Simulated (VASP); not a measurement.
All values below come from PBE GGA, VASP's PBE PAW potentials (set 64) (plane waves; VASP 6.6.1).

VASP input:

**POSCAR**
```
HfB2
1
    1.5714283371    -2.7217939530     0.0000000000
    1.5714283371     2.7217939530     0.0000000000
   -0.0000000000    -0.0000000000     3.4861451195
Hf B
1 2
Direct
  0.0000000000   0.0000000000   1.0000000000
  0.3333330000   0.6666670000   0.5000000000
  0.6666670000   0.3333330000   0.5000000000
```

### INCAR
```
NELM=100   # most electronic steps
SYSTEM=HfB2
LWAVE=.False.
IBRION=2   # conjugate gradients
EDIFF=1E-6   # SCF stop (eV)
EDIFFG=-0.02   # ionic stop
LCHARG=.False.
ENCUT=620   # plane-wave cut-off (eV)
LMAXMIX=6
ISMEAR=1
LASPH=.True.   # aspherical one-centre terms
SIGMA=0.1
NSW=40
ALGO=Normal   # blocked Davidson
ISIF=3   # ions, shape and volume
GGA=PE
PREC=Accurate
LREAL=.False.
```

### KPOINTS
```
Automatic mesh
0
Gamma
 11 11 9
0 0 0
```

POTCAR, in this order: Hf_pv B (PBE.64 set). Program: vasp_std.

Output of the run:

### OSZICAR
```
       N       E                     dE             d eps       ncg     rms          rms(c)
DAV:   1     0.333833677878E+02    0.33383E+02   -0.92784E+03  1920   0.146E+03
DAV:   2    -0.267619220195E+02   -0.60145E+02   -0.56874E+02  2412   0.260E+02
DAV:   3    -0.287652125027E+02   -0.20033E+01   -0.19217E+01  2540   0.350E+01
DAV:   4    -0.287826488146E+02   -0.17436E-01   -0.17403E-01  2324   0.342E+00
DAV:   5    -0.287828497704E+02   -0.20096E-03   -0.20094E-03  2524   0.291E-01    0.522E+01
DAV:   6    -0.265237284618E+02    0.22591E+01   -0.52204E+00  2308   0.150E+01    0.382E+01
DAV:   7    -0.264757192779E+02    0.48009E-01   -0.16138E+00  2400   0.885E+00    0.118E+01
DAV:   8    -0.264120961944E+02    0.63623E-01   -0.44987E-01  2292   0.472E+00    0.180E+00
DAV:   9    -0.264080076980E+02    0.40885E-02   -0.30843E-02  2272   0.138E+00    0.256E-01
DAV:  10    -0.264079703695E+02    0.37329E-04   -0.83706E-04  2332   0.252E-01    0.344E-01
DAV:  11    -0.264079721895E+02   -0.18200E-05   -0.11122E-04  2368   0.838E-02    0.187E-01
DAV:  12    -0.264079672659E+02    0.49236E-05   -0.13001E-05  2352   0.310E-02    0.187E-02
DAV:  13    -0.264079674511E+02   -0.18522E-06   -0.48909E-07  1352   0.719E-03
   1 F= -.26407967E+02 E0= -.26407986E+02  d E =-.264080E+02
```

### OUTCAR
```
------------------------ aborting loop because EDIFF is reached ----------------------------------------
  FORCE on cell =-STRESS in cart. coord.  units (eV):
  Direction    XX          YY          ZZ          XY          YZ          ZX
  --------------------------------------------------------------------------------------
  Total        0.0037844      0.0037844      0.0164811      0.0000000      0.0000000      0.0000000
  in kB        0.2033229      0.2033230      0.8854668      0.0000000      0.0000000      0.0000000
  external PRESSURE =       0.4307042 kB  Pullay stress =       0.0000000 kB
  volume of cell :       29.82
      direct lattice vectors                 reciprocal lattice vectors
     1.571428337 -2.721793953  0.000000000     0.318181866 -0.183702370  0.000000000
     1.571428337  2.721793953  0.000000000     0.318181866  0.183702370  0.000000000
     0.000000000  0.000000000  3.486145120     0.000000000  0.000000000  0.286849791
 POSITION                                       TOTAL-FORCE (eV/Angst)
 -----------------------------------------------------------------------------------
      0.00000      0.00000      0.00000        -0.000000     -0.000000     -0.000000
      1.57143      0.90727      1.74307        -0.000000      0.000000     -0.000000
      1.57143     -0.90727      1.74307         0.000000     -0.000000      0.000000
 -----------------------------------------------------------------------------------
    total drift:                                0.000000      0.000000      0.000000
  FREE ENERGIE OF THE ION-ELECTRON SYSTEM (eV)
  ---------------------------------------------------
  free  energy   TOTEN  =       -26.4079674511 eV

  energy  without entropy=      -26.4080244258  energy(sigma->0) =      -26.40798644

 reached required accuracy - stopping structural energy minimisation
```
(Selected blocks of OUTCAR.)

The compound is HfB2 in the AlB2 type structure. It was relaxed first.
